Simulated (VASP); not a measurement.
# BeTl with RPBE: from relaxation to properties

Aim: relax BeTl, then compute properties on the relaxed cell. The steps: full relaxation (RPBE), second relaxation, density, ELF and potential (RPBE), band structure (RPBE), density of states (RPBE), core-level energies (RPBE) and vibrations at Γ (RPBE). The cell is invented: it takes the structure of a Materials Project entry for TlHg (space group 166 there), with some of its atoms replaced by other elements, volume scaled by an estimate. It may not be a known or stable phase. Left out of this account: at least 1 further run (elastic: elastic constants of a metal on too coarse a mesh). The atoms of the start are displaced at random from the sites of a R-3m cell.

Program: VASP 6.6.1. Level of theory: RPBE; plane waves and PAW (Tl_d, Be); invented cell. Results are calculated unless marked as measured.

This is a report of a sequence of runs, with most program output left out.

## 1. Starting point

Before any relaxation, the start is as follows. It takes space group P1 (No. 1, triclinic). Conventional cell: a = 3.094 Å, b = 3.094 Å, c = 5.140 Å, α = 72.49°, β = 72.49°, γ = 60.00°. Nearest to Tl lie 6 Be at 2.98 to 3.02 Å and 6 Tl at 3.09 Å. Nearest to Be lie 6 Tl at 2.98 to 3.02 Å. It derives from TlHg. It takes the structure of a Materials Project entry for TlHg (space group 166 there), with some of its atoms replaced by other elements, volume scaled by an estimate. Farther neighbours are not listed.

Coordinates:

```
Tl Be
1.0
     1.54692    0.89311    4.81984
    -1.54692    0.89311    4.81984
     0.00000   -1.78623    4.81984
Tl Be
1 1
Direct
  0.50610 0.49741 0.49950
  0.99591 0.99749 0.00723
```

## 2. Full relaxation (RPBE)

The start need not lie at this functional's minimum. ISIF = 3 frees volume, shape and positions, and EDIFFG sets the threshold on forces and stress at which the search stops. RPBE by itself binds more weakly than PBE and expands cells.

Contents of INCAR:

```
SYSTEM = BeTl
PREC = Accurate
ENCUT = 400
EDIFF = 1E-06
NELM = 100
ISMEAR = -1
SIGMA = 0.05
LREAL = .FALSE.
ALGO = Normal
GGA = RP
LORBIT = 11
LWAVE = .FALSE.
LCHARG = .FALSE.
IBRION = 2
NSW = 60
ISIF = 3
EDIFFG = -0.01
```

Contents of POSCAR:

```
BeTl
1.0
    1.5469200000      0.8931150000      4.8198360000
   -1.5469200000      0.8931150000      4.8198360000
    0.0000000000     -1.7862300000      4.8198360000
Tl Be
1 1
Direct
    0.5061000000      0.4974100000      0.4995000000
   -0.0040890000     -0.0025070000      0.0072340000
```

Contents of KPOINTS:

```
Automatic mesh
0
Gamma
10 10 10
0 0 0
```

Potentials, in the order of the species: Tl_d and Be (PBE family, release 64).

Launch:

```bash
> mpirun -np 1 vasp_std
```

Run time: 20 min. Hardware: 1 MPI rank of Intel Xeon 6975P-C (Granite Rapids), shared host; peak memory 0.37 GiB.

This run has no spin polarisation. Its electron count is odd, so without a moment it is a metal by construction. The PAW data sets were made with PBE, which is usual practice but a small mismatch for other functionals.

The steps of the relaxation:

```csv
step,energy less that of the first step (eV),largest force (eV/Å),pressure (GPa),volume (Å³)
1,0.0000,0.0207,1.60,39.95
2,-0.1109,0.0159,-1.17,41.06
3,-0.2471,0.0128,-4.13,42.96
4,-0.2428,0.0233,-4.39,45.40
5,-0.2724,0.0126,-4.56,44.14
6,-0.3466,0.0253,-2.64,41.65
7,-0.3522,0.0296,-1.93,40.95
8,-0.3668,0.0282,-1.00,39.91
9,-0.3709,0.0268,-0.25,39.15
10,-0.3713,0.0262,0.07,38.86
11,-0.3713,0.0263,0.00,38.90
12,-0.3713,0.0228,0.01,38.91
13,-0.3715,0.0132,-0.03,38.94
14,-0.3715,0.0086,-0.11,38.99
15,-0.3716,0.0047,-0.08,38.97
16,-0.3716,0.0013,0.05,38.83
```

```csv
cell as run,before,after,change
a (Å),5.140,4.283,-16.7 %
b (Å),5.140,4.284,-16.7 %
c (Å),5.140,4.283,-16.7 %
α (°),35.03,47.30,+35.0 %
β (°),35.03,47.32,+35.1 %
γ (°),35.03,47.30,+35.0 %
volume (Å³/atom),19.98,19.41,-2.8 %
```

The atoms that moved most (Å, as changes of fractional coordinates times the final cell):

```csv
atom,dx,dy,dz,length
Tl1,-0.009,-0.013,-0.005,0.016
Be2,0.009,0.013,0.005,0.016
```

Final coordinates:

```cif
data_structure
_symmetry_space_group_name_H-M 'P 1'
_symmetry_Int_Tables_number 1
_cell_length_a 4.2830
_cell_length_b 4.2836
_cell_length_c 4.2830
_cell_angle_alpha 47.302
_cell_angle_beta 47.317
_cell_angle_gamma 47.302
_cell_volume 38.83
loop_
_atom_site_label
_atom_site_type_symbol
_atom_site_fract_x
_atom_site_fract_y
_atom_site_fract_z
_atom_site_occupancy
Tl1 Tl 0.50088 0.49745 0.50346 1
Be2 Be 0.00113 0.99745 0.00328 1
```

This step gave:

* electrons: 15
* bands: 11
* irreducible k-points: 504
* symmetry operations: 1
* free energy (TOTEN): -3.777 eV
* energy at zero smearing: -3.774 eV
* Fermi energy: 6.214 eV
* pressure: 0.04539 GPa
* metallic, judged on the points sampled: yes
* SCF cycles over all ionic steps: 108

It ends with a largest force of 0.001 eV/Å and a pressure of 0.05 GPa.

## 3. Second relaxation

A relaxation keeps the plane waves of the cell it began with, so it is repeated from the new cell, on a basis made for it. The mesh changes with the cell too.

INCAR is that of step 2.

Contents of POSCAR:

```
BeTl
1.0
    1.7183062800      0.9920645900      3.7958474300
   -1.7183062800      0.9920645900      3.7958474300
    0.0000000000     -1.9841291800      3.7958474300
Tl Be
1 1
Direct
    0.0000000000      0.0000000000      0.0000000000
    0.5000000000      0.5000000000      0.5000000000
```

Contents of KPOINTS:

```
Automatic mesh
0
Gamma
9 9 9
0 0 0
```

The cell reached was symmetrised within 0.01 Å before this step, which raises the operations from 1 to 12, which the run then keeps.

Launch:

```bash
> mpirun -np 1 vasp_std
```

The job ended after 41 s (1 MPI rank; peak memory 0.18 GiB).

The k-mesh is coarse for a metal. The run keeps the 12 symmetry operations of its start, so it cannot find a distortion of lower symmetry.

Relaxation path:

```csv
step,energy less that of the first step (eV),largest force (eV/Å),pressure (GPa),volume (Å³)
1,0.0000,0.0000,0.22,38.82
2,-0.0004,0.0000,0.03,38.97
3,-0.0005,0.0000,-0.12,39.07
4,-0.0006,0.0000,-0.13,39.09
5,-0.0006,0.0000,-0.19,39.13
6,-0.0006,0.0000,-0.18,39.10
7,-0.0007,0.0000,-0.01,39.03
```

```csv
"conventional cell, symmetrised",before,after,change
a (Å),3.437,3.431,-0.2 %
b (Å),3.437,3.431,-0.2 %
c (Å),11.388,11.484,+0.8 %
volume (Å³/atom),19.41,19.51,+0.5 %
```

Final coordinates:

```
Tl Be
1.0
     1.71558    0.99049    3.82793
    -1.71558    0.99049    3.82793
     0.00000   -1.98098    3.82793
Tl Be
1 1
Direct
  0.00000 0.00000 0.00000
  0.50000 0.50000 0.50000
```

Numbers from this step:

```
irreducible k-points            : 85
symmetry operations             : 12
free energy (TOTEN)             : -3.778 eV
Fermi energy                    : 6.239 eV
pressure                        : -0.01257 GPa
SCF cycles over all ionic steps : 41
```

It ends with forces that vanish by symmetry and a pressure of -0.01 GPa.

## 4. Density, ELF and potential (RPBE)

A single point on the relaxed cell gives a clean self-consistent state, with density, ELF and potential written out.

Edit INCAR of step 3 so:

```diff
@@ -12,6 +12,5 @@
 LWAVE = .FALSE.
-LCHARG = .FALSE.
-IBRION = 2
-NSW = 60
-ISIF = 3
-EDIFFG = -0.01
+LCHARG = .TRUE.
+ISIF = 2
+LELF = .TRUE.
+LVHAR = .TRUE.
```

Contents of POSCAR:

```
BeTl
1.0
    1.7155791945      0.9904901065      3.8279336988
   -1.7155791945      0.9904901065      3.8279336988
    0.0000000000     -1.9809802129      3.8279336988
Tl Be
1 1
Direct
    0.0000000000      0.0000000000      0.0000000000
    0.5000000000      0.5000000000      0.5000000000
```

KPOINTS is that of step 3.

Launch:

```bash
> mpirun -np 1 vasp_std
```

The job ended after 12 s (1 MPI rank; peak memory 0.17 GiB).

This step gave:

* SCF cycles: 11
* pressure: -0.07781 GPa

Valence electrons inside each PAW sphere by angular momentum. Sphere charges, by row:

```csv
atom,s (e),p (e),d (e),tot (e)
Tl1,1.089,0.597,9.62,11.31
Be2,0.4,0.371,0,0.771
```

Electrostatic potential energy in the ac plane at fractional y = 0.000, with atoms of Tl within 0.2 Å of it. With pseudopotentials it is smooth inside the atoms' cores, unlike the true potential.

Ten even steps from '_' (-79 eV) to '@' (3 eV), each cell a mean:
```
____..++%%@@@@@@@@@@@@%%==..
..__..--##@@@@@@@@@@@@@@##==
++----==**@@@@@@@@@@@@@@@@%%
@@%%****##@@@@@@@@@@@@@@@@@@
@@@@@@@@@@@@@@@@@@@@@@@@@@@@
@@@@@@@@@@@@@@@@@@@@@@@@@@@@
@@@@@@@@@@@@@@@@@@@@@@@@@@@@
@@@@@@@@@@@@@@@@@@@@@@@@@@@@
@@@@@@@@@@@@@@@@@@@@%%##%%@@
%%@@@@@@@@@@@@@@@@%%**==++**
==##@@@@@@@@@@@@@@%%++::..::
__--##@@@@@@@@@@@@@@**--____
____==##@@@@@@@@@@@@%%++..__
```
Columns run along a (4.3 Å; values clipped at the 3rd and 97th percentile), rows up along c (4.3 Å). Atoms in or near the plane, at fractional coordinates: Tl at (0.00, 0.00).

ELF in the ac plane at fractional y = 0.000, with atoms of Tl within 0.2 Å of it. It is the smooth field of the valence electrons, not physical close to the nuclei.

Ten even steps from '0' (0.04) to '9' (0.43), each cell a mean:
```
00288765677972
31279765567898
97689766556788
89999755555677
77777544455566
66665433345555
55555433355666
66555444456777
77655545579988
87765556689889
79876556789523
16987656779500
51797765678820
```
Columns run along a (4.3 Å), rows up along c (4.3 Å). Atoms in or near the plane, at fractional coordinates: Tl at (0.00, 0.00).

Valence density in the ac plane at fractional y = 0.000, with atoms of Tl within 0.2 Å of it. It is the smooth field of the valence electrons, not physical close to the nuclei.

Ten even steps from '0' (0.1 e/Å³) to '9' (6.8 e/Å³), each cell a mean:
```
98520000000025
56521000000002
13321000000000
00110000000000
00000000000000
00000000000000
00000000000000
00000000000000
00000000000000
00000000001221
21000000001354
63100000001368
96200000000259
```
Columns run along a (4.3 Å), rows up along c (4.3 Å). Atoms in or near the plane, at fractional coordinates: Tl at (0.00, 0.00).

In this run the pressure is -0.08 GPa, small enough to go on; single stress components reach 0.11 GPa.

## 5. Band structure (RPBE)

The mesh alone shows little of the dispersion and can miss band extrema, so KPOINTS_OPT adds a path through the symmetry points after the self-consistent cycle.

Edit INCAR of step 4 so:

```diff
@@ -12,5 +12,2 @@
 LWAVE = .FALSE.
-LCHARG = .TRUE.
-ISIF = 2
-LELF = .TRUE.
-LVHAR = .TRUE.
+LCHARG = .FALSE.
```

POSCAR is that of step 4.

KPOINTS is that of step 4.

Contents of KPOINTS_OPT:

```
Line mode
16
Line-mode
Reciprocal
  0.00000000   0.00000000   0.00000000 GAMMA
  0.50000000   0.00000000   0.00000000 L

  0.50000000   0.00000000   0.00000000 L
  0.50000000   0.21130215  -0.21130215 B1

  0.78869785   0.50000000   0.21130215 B
  0.50000000   0.50000000   0.50000000 Z

  0.50000000   0.50000000   0.50000000 Z
  0.00000000   0.00000000   0.00000000 GAMMA

  0.00000000   0.00000000   0.00000000 GAMMA
  0.35565107   0.00000000  -0.35565107 X

  0.64434893   0.35565107   0.00000000 Q
  0.50000000   0.50000000   0.00000000 F

  0.50000000   0.50000000   0.00000000 F
  0.64434893   0.64434893   0.21130215 P1

  0.64434893   0.64434893   0.21130215 P1
  0.50000000   0.50000000   0.50000000 Z

  0.50000000   0.00000000   0.00000000 L
  0.78869785   0.35565107   0.35565107 P
```

Launch:

```bash
> mpirun -np 1 vasp_std
```

Wall time 22 s (1 MPI rank); peak memory 0.19 GiB.

Spin-orbit coupling is off here; it can split and shift levels that hold much weight on Tl by tenths of an eV or more.

The electronic bands at the labelled points (eV, zero at the Fermi level; # counts the bands kept in this run):

```csv
point,#1,#2,#3,#4
Γ,-10.14,-0.48,2.91,4.91
0.47 of the way,-9.10,-0.17,1.60,4.02
L,-5.93,-4.27,2.46,2.53
0.47 of the way,-5.56,-3.64,1.44,1.59
B1,-4.77,-2.03,-1.85,-1.38
jump to B,-4.77,-2.03,-1.85,-1.38
0.53 of the way,-7.52,-4.75,1.83,2.38
Z,-8.42,-5.80,5.82,5.82
0.53 of the way,-9.61,-3.23,5.23,5.23
Γ,-10.14,-0.48,2.91,4.91
0.53 of the way,-8.15,0.30,0.70,3.17
X,-4.78,-2.31,-1.96,0.09
jump to Q,-4.78,-2.31,-1.96,0.09
0.47 of the way,-4.90,-3.21,-0.95,-0.17
F,-5.04,-3.60,-1.38,1.05
0.47 of the way,-5.09,-3.50,-1.85,1.70
P1,-5.35,-3.18,-2.55,2.38
0.47 of the way,-7.54,-4.78,1.23,3.71
Z,-8.42,-5.80,5.82,5.82
jump to L,-5.93,-4.27,2.46,2.53
0.47 of the way,-5.75,-3.98,-0.38,3.48
P,-5.35,-3.18,-2.55,2.38
```

Of the projections kept (Tl, Be), the largest for each band there, as a share of the weight inside these atoms' spheres; weight between the spheres isn't counted:

```csv
point,#1,#2,#3,#4
Γ,Tl 0.80,Be 0.51,Tl 0.54,Be 0.84
L,Tl 0.90,Tl 0.51,Tl 0.81,Be 0.64
B1,Tl 0.95,Tl 0.67,Tl 0.54,Be 0.61
B,Tl 0.95,Tl 0.67,Tl 0.54,Be 0.61
Z,Tl 0.92,Be 0.62,Be 0.89,Be 0.89
Γ,Tl 0.80,Be 0.51,Tl 0.54,Be 0.84
```

There is no gap at this level.

## 6. Density of states (RPBE)

Here the states are counted by energy and projected on the atoms. The mesh is finer than in the run before.

Edit INCAR of step 5 so:

```diff
@@ -5,3 +5,3 @@
 NELM = 100
-ISMEAR = -1
+ISMEAR = -5
 SIGMA = 0.05
@@ -13 +13,2 @@
 LCHARG = .FALSE.
+NEDOS = 2001
```

POSCAR is that of step 5.

Contents of KPOINTS:

```
Automatic mesh
0
Gamma
14 14 14
0 0 0
```

Launch:

```bash
> mpirun -np 1 vasp_std
```

It took 34 s on 1 MPI rank; peak memory 0.23 GiB.

With tetrahedra the forces and stress of a metal are not exact derivatives of the energy.

This step gave:

```yaml
irreducible_k_points: 288
free_energy_toten: -3.776 eV
fermi_energy: 6.236 eV
pressure: -0.1215 GPa
dos_at_the_fermi_level_one_point_of_the_energy_grid: 0.8104 states/eV/cell
```

The density of states has structure finer than the step of the table below, so its rows give means over 0.5 eV, whole bins alone (the curve runs from -12.0 to 3.58 eV). Peaks (eV: height): total -11.69: 19.9, -11.60: 29.7, -11.48: 17.9, -11.40: 21.6; Tl d -11.69: 18.6, -11.60: 27.9, -11.48: 17.1, -11.40: 20.7.

States under -12.0 eV and over 3.6 eV are left out. The density of states by energy, zero at the Fermi level; means over each step; values in states/eV/cell:

```csv
energy (eV),total,Tl d
-11.5,15.9,15.1
-11.0,2.23,2.16
-10.5,0,0
-10.0,0.0758,5.4e-4
-9.5,0.200,0.00234
-9.0,0.277,0.00493
-8.5,0.367,0.00909
-8.0,0.402,0.0102
-7.5,0.404,0.0104
-7.0,0.414,0.0116
-6.5,0.443,0.0137
-6.0,0.545,0.0191
-5.5,0.584,0.0176
-5.0,0.437,0.0106
-4.5,0.136,0.00349
-4.0,0.244,0.00592
-3.5,0.455,0.0106
-3.0,0.771,0.0181
-2.5,0.823,0.0204
-2.0,0.627,0.0158
-1.5,0.769,0.0214
-1.0,0.795,0.0239
-0.5,0.828,0.0268
0.0,0.808,0.0291
0.5,0.710,0.0295
1.0,0.726,0.0333
1.5,0.752,0.0352
2.0,0.898,0.0450
2.5,0.978,0.0550
3.0,1.15,0.0690
```

The finer mesh and the other smearing move the Fermi level by -0.00 eV from the 9×9×9 run, a small shift, which tests the Fermi level alone.

## 7. Core-level energies (RPBE)

ICORELEVEL = 1 prints the core eigenvalues in the potential of the ground state.

Edit INCAR of step 6 so:

```diff
@@ -5,3 +5,3 @@
 NELM = 100
-ISMEAR = -5
+ISMEAR = -1
 SIGMA = 0.05
@@ -13,2 +13,2 @@
 LCHARG = .FALSE.
-NEDOS = 2001
+ICORELEVEL = 1
```

POSCAR is that of step 6.

Contents of KPOINTS:

```
Automatic mesh
0
Gamma
9 9 9
0 0 0
```

Launch:

```bash
> mpirun -np 1 vasp_std
```

Elapsed: 11 s, on 1 MPI rank; peak memory 0.17 GiB.

These are scalar-relativistic Kohn-Sham levels of the ground state, with no core hole, so they are not binding energies.

Numbers from this step:

- irreducible k-points: 85
- free energy (TOTEN): -3.778 eV
- Fermi energy: 6.239 eV
- pressure: -0.07781 GPa

Kohn-Sham core levels. Core levels, by row:

```csv
atom,shell,level below the Fermi level (eV)
Tl1,1s,85590
Tl1,2s,15233
Tl1,2p,13097
Tl1,3s,3633
Tl1,3p,3019
Tl1,3d,2383
Tl1,4s,807.8
Tl1,4p,606.5
Tl1,4d,370.8
Tl1,4f,110
Tl1,5s,126.9
Tl1,5p,72.02
Be2,1s,102
```

## 8. Vibrations at Γ (RPBE)

Zone-centre modes test whether the atoms sit at a minimum within this cell. IBRION = 8 takes the force constants from linear response, which needs tightly converged orbitals.

Edit INCAR of step 7 so:

```diff
@@ -3,3 +3,3 @@
 ENCUT = 400
-EDIFF = 1E-06
+EDIFF = 1E-08
 NELM = 100
@@ -13,2 +13,3 @@
 LCHARG = .FALSE.
-ICORELEVEL = 1
+IBRION = 8
+ISIF = 2
```

POSCAR is that of step 7.

KPOINTS is that of step 7.

Launch:

```bash
> mpirun -np 1 vasp_std
```

Run time: 1.9 min. Hardware: 1 MPI rank; peak memory 0.32 GiB.

Energies printed during the response cycles are not total energies of the cell.

Numbers from this step:

- pressure of the cell: -0.05450 GPa
- largest force of the cell: 0 eV/Å

The modes at Γ (shares of kinetic energy by element, %):

```csv
mode,frequency (cm⁻¹),symmetry,Tl %,Be %
1,-0.3,acoustic,96,4
2,-0.3,acoustic,96,4
3,-0.1,acoustic,96,4
4,184.3,Eu,4,96
5,184.3,Eu,4,96
6,362.2,A2u,4,96
```

Displacements in mode 4 (184.3 cm⁻¹), the largest set to 1:
```
Tl1  0.00 -0.04  0.00
Be2  0.00  1.00  0.00
```

Displacements in mode 6 (362.2 cm⁻¹), the largest set to 1:
```
Tl1  0.00  0.00 -0.04
Be2  0.00  0.00  1.00
```

The three acoustic modes lie within 0.3 cm⁻¹ of zero, and all others are real. By the characters of their eigenvectors the optical modes sort into (cm⁻¹) infrared active: Eu 184, A2u 362.

## 9. Outcome

| Quantity | Value |
| --- | --- |
| relaxed volume | 19.51 Å³/atom |
| relaxed conventional cell a, b, c | 3.431, 3.431, 11.484 Å; angles 90.0, 90.0, 120.0° |
| space group after relaxing, within 0.02 Å | R-3m (No. 166) |
| band gap | none, a metal |
| DOS at the Fermi level | 0.810 states/eV/cell |
| shallowest level of the frozen cores | Tl1 5p, 72.0 eV deep |
| highest zone-centre mode | 362 cm⁻¹ |

**Reading.** With RPBE, BeTl relaxes to 19.51 Å³/atom in space group R-3m and comes out as a metal. Band structure (RPBE): Of the bands kept, 3 cross the Fermi level on this path. Vibrations at Γ (RPBE): The highest mode in this list at Γ, 362.2 cm⁻¹, is mostly motion of Be (96 % of the kinetic energy). Spin-orbit coupling is left out, and with elements this heavy it would split and shift bands near the Fermi level. The k-sampling is coarse for a metal, so the Fermi level, pressures and the shape of the cell carry errors. With an odd electron count and no spin the cell is a metal by construction. Modes at Γ alone can't show that the crystal is stable at other wave vectors. No search among competing phases was made. All values are for a static lattice at zero temperature.

[Lines on the potential files, build, host, timing and source positions are cut from VASP's logs without a mark.]

[Logs are printed without paths, hosts, clocks, repeated set-up lines and the standing remarks that a program may print on its own settings, such as how far it seeks lower states.]

[Hosts, paths, dates, database ids (printed as entryN), source tags and the programs' standing remarks are cut or masked in the printed files.]

[A measured line is paired with the nearest computed mode of its activity, which favours agreement.]

[In band tables of VASP the shares of atoms and orbitals are scaled to a sum of 1 inside the atoms' spheres.]
